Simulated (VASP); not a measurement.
Energy against volume of TiAl (L1_0). Computed with PW91 GGA, VASP's PBE PAW potentials (set 64) (plane waves; VASP). Numerical set-up: 520 eV cut-off, 13×13×9 Γ-centred mesh, first-order Methfessel-Paxton smearing of 0.10 eV, potentials Ti_sv Al.

Shape and ions are relaxed at each volume.

| V (Å³/atom) | E (eV/atom) |
|---|---|
| 15.250 | -6.12544 |
| 15.737 | -6.14294 |
| 16.224 | -6.14849 |
| 16.711 | -6.14371 |

### Question
Fit these four points and predict the energy of the run at 17.197 Å³/atom.

### Answer
A cubic in V^(−2/3), the third-order Birch-Murnaghan form, passes through the four points with V0 = 16.23 Å³/atom and B0 = 113 GPa, and gives -6.1300 eV/atom there. The run gave -6.1300 eV/atom, -0.0 meV/atom from the fit; all five points give B0 = 113 GPa.

The compound is TiAl in the L1_0 structure. It was relaxed first.
